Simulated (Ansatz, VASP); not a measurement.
# Cross-check of Si2Mo between VASP and Ansatz

Aim: how closely do two programs agree when they are given the same cell, functional and k mesh? The cell is taken from a series of runs on this material, whose earlier steps may have relaxed, scaled, displaced or heated it; both programs get it as it stands.

Method: plane waves, with VASP 6.6.1 beside it; zone-centre phonons at PBEsol, in Ansatz 0.2.0.

## (1) Starting point

The structure is tetragonal, space group I4/mmm (No. 139). Conventional cell: a = 3.072 Å, b = 3.072 Å, c = 7.590 Å, α = 90.00°, β = 90.00°, γ = 90.00°. Si has 5 Mo at 2.51 to 2.53 Å and 5 Si at 2.52 Å nearest. Nearest to Mo lie 10 Si at 2.51 to 2.53 Å. Farther neighbours are not listed.

## (2) VASP: zone-centre phonons, PBEsol

Second derivatives magnify differences that forces hide, and they need a tight electronic threshold.

Lines of VASP's logs that name or quote its potential files are left out, and so is its time.

INCAR reads:

```
SYSTEM = Si2Mo
PREC = Accurate
ENCUT = 500
EDIFF = 1E-08
NELM = 120
ISMEAR = 1
SIGMA = 0.2
LREAL = .FALSE.
ALGO = Normal
GGA = PS
NBANDS = 17
LASPH = .TRUE.
LORBIT = 11
LWAVE = .FALSE.
LCHARG = .FALSE.
ISIF = 2
IBRION = 8
GGA_COMPAT = .FALSE.
KPAR = 2
```

POSCAR reads:

```
Si2Mo
1.0
   -1.5362111994      1.5362111994      3.7949423558
    1.5362111994     -1.5362111994      3.7949423558
    1.5362111994      1.5362111994     -3.7949423558
Si Mo
2 1
Direct
    0.3336903401      0.3336903401      0.0000000000
    0.6663096599      0.6663096599      0.0000000000
    0.0000000000      0.0000000000      0.0000000000
```

KPOINTS reads:

```
Automatic mesh
0
Gamma
20 20 20
0 0 0
```

PAW data sets: Si and Mo_sv (PBE family, release 64).

Started as:

```
$ mpirun -np 2 vasp_std
```

Numbers of over 12 decimals in the logs are rounded to 6 here.

The log of the run:

```text
[banner, memory and clock lines left out]
running    2 mpi-ranks, on    1 nodes
 distrk:  each k-point on    1 cores,    2 groups
 distr:  one band on    1 cores,    1 groups

 POSCAR found type information on POSCAR SiMo
 POSCAR found :  2 types and       3 ions
|                                                                             |
|               ----> ADVICE to this user running VASP <----                  |
|                                                                             |
|     You enforced a specific xc type in the INCAR file but a different       |
|     [... a line on the potential file left out ...]
|     I HOPE YOU KNOW WHAT YOU ARE DOING!                                     |
|                                                                             |

 LDA part: xc-table for (Slater+PW92), standard interpolation
 POSCAR, INCAR and KPOINTS ok, starting setup
 FFT: planning ... GRIDC
 FFT: planning ... GRID_SOFT
 FFT: planning ... GRID
 WAVECAR not read
 entering main loop
       N       E                     dE             d eps       ncg     rms          rms(c)
DAV:   1     0.119099555566E+03    0.11910E+03   -0.11292E+04 21842   0.121E+03
DAV:   2    -0.228606008602E+02   -0.14196E+03   -0.13944E+03 26660   0.312E+02
DAV:   3    -0.256062457523E+02   -0.27456E+01   -0.27251E+01 27039   0.394E+01
DAV:   4    -0.256195210281E+02   -0.13275E-01   -0.13269E-01 26716   0.305E+00
DAV:   5    -0.256196048709E+02   -0.83843E-04   -0.83836E-04 27114   0.243E-01    0.292E+01
DAV:   6    -0.248721888060E+02    0.74742E+00   -0.47124E+00 23610   0.155E+01    0.766E+00
DAV:   7    -0.247744905666E+02    0.97698E-01   -0.55360E-01 23035   0.477E+00    0.587E+00
DAV:   8    -0.247407835074E+02    0.33707E-01   -0.84035E-02 23887   0.228E+00    0.443E-01
DAV:   9    -0.247400118758E+02    0.77163E-03   -0.15046E-03 26488   0.334E-01    0.214E-01
DAV:  10    -0.247399184075E+02    0.93468E-04   -0.37127E-04 25294   0.168E-01    0.627E-02
DAV:  11    -0.247399109726E+02    0.74349E-05   -0.78409E-05 24592   0.672E-02    0.182E-02
DAV:  12    -0.247399106599E+02    0.31267E-06   -0.97452E-06 23692   0.218E-02    0.813E-03
DAV:  13    -0.247399099969E+02    0.66308E-06   -0.12290E-06 23608   0.947E-03    0.172E-03
DAV:  14    -0.247399099744E+02    0.22479E-07   -0.26444E-08 26269   0.126E-03    0.264E-04
DAV:  15    -0.247399099631E+02    0.11287E-07   -0.67272E-10 11957   0.230E-04    0.172E-04
DAV:  16    -0.247399099602E+02    0.29240E-08   -0.15935E-10 11737   0.116E-04
   1 F= -.24739910E+02 E0= -.24739996E+02  d E =0.257200E-03
 Linear response reoptimize wavefunctions to high precision
DAV:   1    -0.247399099603E+02   -0.90949E-10   -0.16822E-11 12231   0.351E-05
 Linear response DOF=           4
 Linear response progress:
  Degree of freedom:   1/  4
       N       E                     dE             d eps       ncg     rms          rms(c)
RMM:   1    -0.208469236412E-01   -0.20847E-01   -0.13502E-02178193   0.953E-01
RMM:   2    -0.164931499181E-01    0.43538E-02   -0.12774E-03115039   0.233E-01    0.110E-01
RMM:   3    -0.165655601980E-01   -0.72410E-04   -0.19441E-04114091   0.704E-02    0.586E-02
RMM:   4    -0.167511992879E-01   -0.18564E-03   -0.12194E-04118576   0.535E-02    0.115E-02
RMM:   5    -0.167399931576E-01    0.11206E-04   -0.21282E-06120481   0.134E-02    0.194E-03
RMM:   6    -0.167451483262E-01   -0.51552E-05   -0.40348E-07120459   0.281E-03    0.635E-04
RMM:   7    -0.167430200307E-01    0.21283E-05    0.20100E-08128630   0.883E-04    0.168E-04
RMM:   8    -0.167435936154E-01   -0.57358E-06    0.37382E-09127540   0.210E-04    0.409E-05
RMM:   9    -0.167435964063E-01   -0.27909E-08    0.11534E-08125273   0.837E-05    0.153E-05
 first order change of Fermi-energy   0.22242E-04
 force on displaced ion       1 direction 1 : -12.194   0.000  -0.000
 Linear response progress:
  Degree of freedom:   2/  4
       N       E                     dE             d eps       ncg     rms          rms(c)
RMM:   1    -0.313018774219E-01   -0.31302E-01   -0.72477E-03 53308   0.123E+00
RMM:   2    -0.235858509330E-01    0.77160E-02   -0.23427E-03 36562   0.306E-01    0.181E-01
RMM:   3    -0.235399410432E-01    0.45910E-04   -0.84752E-04 33594   0.144E-01    0.147E-01
RMM:   4    -0.236076504229E-01   -0.67709E-04   -0.11866E-04 34786   0.682E-02    0.541E-02
RMM:   5    -0.236771877987E-01   -0.69537E-04   -0.18927E-05 37806   0.255E-02    0.179E-02
RMM:   6    -0.236829575980E-01   -0.57698E-05   -0.18388E-06 36450   0.808E-03    0.297E-03
RMM:   7    -0.236825947583E-01    0.36284E-06   -0.35615E-08 37772   0.218E-03    0.688E-04
RMM:   8    -0.236820771446E-01    0.51761E-06   -0.18486E-08 37409   0.722E-04    0.365E-04
RMM:   9    -0.236824823347E-01   -0.40519E-06    0.33611E-09 36895   0.305E-04    0.490E-05
RMM:  10    -0.236825907106E-01   -0.10838E-06    0.19132E-09 39779   0.104E-04    0.185E-05
RMM:  11    -0.236825952056E-01   -0.44951E-08    0.16774E-10 38186   0.451E-05    0.293E-06
 first order change of Fermi-energy   0.15669E-01
 force on displaced ion       1 direction 3 :  -0.000  -0.000 -17.940
 Linear response progress:
  Degree of freedom:   3/  4
       N       E                     dE             d eps       ncg     rms          rms(c)
RMM:   1    -0.775051907021E+00   -0.77505E+00    0.43231E+00 43099   0.219E+01
RMM:   2    -0.576134176771E+00    0.19892E+00   -0.27861E-01 60920   0.366E+00    0.165E-01
RMM:   3    -0.575551459287E+00    0.58272E-03   -0.46645E-03 78318   0.487E-01    0.914E-02
RMM:   4    -0.574615481858E+00    0.93598E-03   -0.42061E-04 82734   0.153E-01    0.242E-02
RMM:   5    -0.574498139741E+00    0.11734E-03   -0.43390E-05 91280   0.405E-02    0.979E-03
RMM:   6    -0.574503959203E+00   -0.58195E-05   -0.52484E-06 81053   0.133E-02    0.109E-03
RMM:   7    -0.574505072900E+00   -0.11137E-05   -0.80956E-07 91831   0.443E-03    0.506E-04
RMM:   8    -0.574508367983E+00   -0.32951E-05   -0.24363E-07 85770   0.146E-03    0.222E-04
RMM:   9    -0.574511654618E+00   -0.32866E-05   -0.29285E-08 85035   0.757E-04    0.279E-05
RMM:  10    -0.574511835337E+00   -0.18072E-06   -0.32181E-08 89781   0.369E-04    0.175E-05
RMM:  11    -0.574512253178E+00   -0.41784E-06   -0.12512E-08 85401   0.237E-04    0.605E-06
RMM:  12    -0.574512250762E+00    0.24164E-08   -0.25404E-08 93684   0.153E-04    0.164E-06
 first order change of Fermi-energy  -0.85698E-03
 force on displaced ion       3 direction 1 : -15.064   0.000   0.000
 Linear response progress:
  Degree of freedom:   4/  4
       N       E                     dE             d eps       ncg     rms          rms(c)
RMM:   1    -0.822610087198E+00   -0.82261E+00    0.48291E+00 23482   0.226E+01
RMM:   2    -0.624699505633E+00    0.19791E+00   -0.28937E-01 33433   0.371E+00    0.183E-01
RMM:   3    -0.623487794784E+00    0.12117E-02   -0.47730E-03 41208   0.506E-01    0.935E-02
RMM:   4    -0.622272487474E+00    0.12153E-02   -0.67244E-04 42497   0.180E-01    0.273E-02
RMM:   5    -0.622063447604E+00    0.20904E-03   -0.70575E-05 48645   0.480E-02    0.147E-02
RMM:   6    -0.621932758807E+00    0.13069E-03   -0.87392E-06 48457   0.169E-02    0.408E-03
RMM:   7    -0.621947257613E+00   -0.14499E-04   -0.13126E-06 44599   0.694E-03    0.562E-04
RMM:   8    -0.621948585587E+00   -0.13280E-05   -0.15967E-07 50284   0.224E-03    0.373E-04
RMM:   9    -0.621950963202E+00   -0.23776E-05    0.91306E-08 48513   0.771E-04    0.140E-04
RMM:  10    -0.621951971019E+00   -0.10078E-05    0.32224E-08 48479   0.418E-04    0.267E-05
RMM:  11    -0.621951798995E+00    0.17202E-06    0.63196E-09 49409   0.226E-04    0.136E-05
RMM:  12    -0.621951838239E+00   -0.39244E-07    0.14575E-08 49269   0.156E-04    0.312E-06
RMM:  13    -0.621951862192E+00   -0.23953E-07    0.17971E-09 50372   0.121E-04    0.133E-06
RMM:  14    -0.621951891541E+00   -0.29349E-07    0.10503E-08 47613   0.106E-04    0.561E-07
RMM:  15    -0.621951904136E+00   -0.12595E-07   -0.21544E-09 47475   0.974E-05    0.338E-07
RMM:  16    -0.621951896787E+00    0.73487E-08    0.11506E-08 37131   0.933E-05    0.207E-07
 first order change of Fermi-energy   0.54709E-03
 force on displaced ion       3 direction 3 :  -0.000  -0.000 -19.815
 Linear response finished
```

Parts of OUTCAR (step 2):

```text
ion  position               nearest neighbor table
   1  0.334  0.334  0.000-   3 2.51   3 2.51   3 2.51   3 2.51   2 2.52   2 2.52   2 2.52   2 2.52
                             2 2.52   3 2.53
   2  0.666  0.666  0.000-   3 2.51   3 2.51   3 2.51   3 2.51   1 2.52   1 2.52   1 2.52   1 2.52
                             1 2.52   3 2.53
   3  0.000  0.000  0.000-   2 2.51   1 2.51   2 2.51   1 2.51   2 2.51   1 2.51   1 2.51   2 2.51
                             1 2.53   2 2.53

  LATTYP: Found a body centered tetragonal cell.
 ALAT       =     3.0724223988
 C/A-ratio  =     2.4703259274

 Subroutine GETGRP returns: Found 16 space group operations
 (whereof 16 operations were pure point group operations)

The static configuration has the point symmetry D_4h.

 Found    641 irreducible k-points:

   k-points           NKPTS =    641   k-points in BZ     NKDIM =    641   number of bands    NBANDS=     17

   dimension x,y,z NGX =    32 NGY =   32 NGZ =   32
   dimension x,y,z NGXF=    64 NGYF=   64 NGZF=   64

   ENCUT  =  500.0 eV  36.75 Ry    6.06 a.u.   7.97  7.97  7.97*2*pi/ulx,y,z

   NELECT =      22.0000    total number of electrons

 k-points in reciprocal lattice and weights: Automatic mesh
   0.00000000  0.00000000  0.00000000       0.000
   0.05000000  0.00000000 -0.00000000       0.001
   0.10000000  0.00000000 -0.00000000       0.001
   0.15000000  0.00000000  0.00000000       0.001
   0.20000000  0.00000000 -0.00000000       0.001
   0.25000000  0.00000000 -0.00000000       0.001
   0.30000000  0.00000000  0.00000000       0.001
   0.35000000  0.00000000  0.00000000       0.001
   0.40000000  0.00000000 -0.00000000       0.001
[...]
-0.45000000 -0.45000000  0.45000000       0.000
   0.50000000  0.50000000  0.50000000       0.000

 average (electrostatic) potential at core
       1 -75.3145       2 -75.3145       3 -66.8927

  Total        6.5993669      6.5993669      6.6018194      0.0000000      0.0000000      0.0000000
  in kB      295.1520649    295.1520649    295.2617527      0.0000000      0.0000000      0.0000000
  external PRESSURE =     295.1886275 kB  Pullay stress =       0.0000000 kB

  energy-cutoff  :      500.00
  volume of cell :       35.82
      direct lattice vectors                 reciprocal lattice vectors
    -1.536211199  1.536211199  3.794942356     0.000000000  0.325476080  0.131754307
     1.536211199 -1.536211199  3.794942356     0.325476080  0.000000000  0.131754307
     1.536211199  1.536211199 -3.794942356     0.325476080  0.325476080  0.000000000

 POSITION                                       TOTAL-FORCE (eV/Angst)
 -----------------------------------------------------------------------------------
      0.00000      0.00000      2.53267         0.000000      0.000000     -0.006426
      0.00000      0.00000      5.05721        -0.000000     -0.000000      0.006426
      0.00000      0.00000      0.00000         0.000000      0.000000      0.000000
 -----------------------------------------------------------------------------------
    total drift:                                0.000000     -0.000000     -0.000000

 Eigenvectors and eigenvalues of the dynamical matrix
 ----------------------------------------------------

   1 f  =   15.034899 THz    94.467058 2PiTHz  501.510258 cm-1    62.179319 meV
             X         Y         Z           dx          dy          dz
      0.000000  0.000000  2.532671     0.000000    0.000000    0.707107
      0.000000  0.000000  5.057214    -0.000000   -0.000000   -0.707107
      0.000000  0.000000  0.000000    -0.000000    0.000000    0.000000

   2 f  =   12.112995 THz    76.108193 2PiTHz  404.046025 cm-1    50.095300 meV
             X         Y         Z           dx          dy          dz
      0.000000  0.000000  2.532671     0.707107   -0.000000   -0.000000
      0.000000  0.000000  5.057214    -0.707107    0.000000    0.000000
      0.000000  0.000000  0.000000     0.000000    0.000000    0.000000

   3 f  =   12.112995 THz    76.108193 2PiTHz  404.046025 cm-1    50.095300 meV
             X         Y         Z           dx          dy          dz
      0.000000  0.000000  2.532671    -0.000000   -0.707107    0.000000
      0.000000  0.000000  5.057214     0.000000    0.707107   -0.000000
      0.000000  0.000000  0.000000     0.000000    0.000000    0.000000

   4 f  =   11.690360 THz    73.452699 2PiTHz  389.948441 cm-1    48.347423 meV
             X         Y         Z           dx          dy          dz
      0.000000  0.000000  2.532671    -0.000000   -0.000000   -0.561535
      0.000000  0.000000  5.057214    -0.000000   -0.000000   -0.561535
      0.000000  0.000000  0.000000    -0.000000    0.000000    0.607747

   5 f  =   10.192442 THz    64.041002 2PiTHz  339.983270 cm-1    42.152534 meV
             X         Y         Z           dx          dy          dz
      0.000000  0.000000  2.532671    -0.394342    0.399747    0.000000
      0.000000  0.000000  5.057214    -0.394342    0.399747   -0.000000
      0.000000  0.000000  0.000000     0.426828   -0.432678    0.000000

   6 f  =   10.192442 THz    64.041002 2PiTHz  339.983270 cm-1    42.152534 meV
             X         Y         Z           dx          dy          dz
      0.000000  0.000000  2.532671     0.399747    0.394342    0.000000
      0.000000  0.000000  5.057214     0.399747    0.394342   -0.000000
      0.000000  0.000000  0.000000    -0.432678   -0.426828    0.000000

   7 f/i=    0.001022 THz     0.006420 2PiTHz    0.034084 cm-1     0.004226 meV
             X         Y         Z           dx          dy          dz
      0.000000  0.000000  2.532671    -0.000000   -0.000000    0.429742
      0.000000  0.000000  5.057214    -0.000000   -0.000000    0.429742
      0.000000  0.000000  0.000000    -0.000000   -0.000000    0.794131

   8 f/i=    0.001267 THz     0.007958 2PiTHz    0.042247 cm-1     0.005238 meV
             X         Y         Z           dx          dy          dz
      0.000000  0.000000  2.532671    -0.119941   -0.412687   -0.000000
      0.000000  0.000000  5.057214    -0.119941   -0.412687   -0.000000
      0.000000  0.000000  0.000000    -0.221624   -0.762555   -0.000000

   9 f/i=    0.001267 THz     0.007958 2PiTHz    0.042247 cm-1     0.005238 meV
             X         Y         Z           dx          dy          dz
      0.000000  0.000000  2.532671    -0.412687    0.119941    0.000000
      0.000000  0.000000  5.057214    -0.412687    0.119941    0.000000
      0.000000  0.000000  0.000000    -0.762555    0.221624    0.000000

 ELASTIC MODULI CONTR FROM IONIC RELAXATION (kBar)
 Direction    XX          YY          ZZ          XY          YZ          ZX
 --------------------------------------------------------------------------------
 XX         -26.8271    -26.8271    -12.9652      0.0000      0.0000     -0.0000
 YY         -26.8271    -26.8271    -12.9652      0.0000      0.0000     -0.0000
 ZZ         -12.9652    -12.9652     -6.2659      0.0000      0.0000     -0.0000
 XY           0.0000      0.0000      0.0000      0.0000      0.0000      0.0000
 YZ           0.0000      0.0000      0.0000      0.0000    -53.3503     -0.0000
 ZX          -0.0000     -0.0000     -0.0000      0.0000     -0.0000    -26.7564
 --------------------------------------------------------------------------------
```

The PAW data sets were made with PBE, which is usual practice but a small mismatch for other functionals.

(Part 1 of 2 ends here.)

[Lines on the potential files, build, host, timing and source positions are cut from VASP's logs without a mark.]

[Logs are printed without paths, hosts, clocks, repeated set-up lines and the standing remarks that a program may print on its own settings, such as how far it seeks lower states.]

[Hosts, paths, dates, database ids (printed as entryN), source tags and the programs' standing remarks are cut or masked in the printed files.]
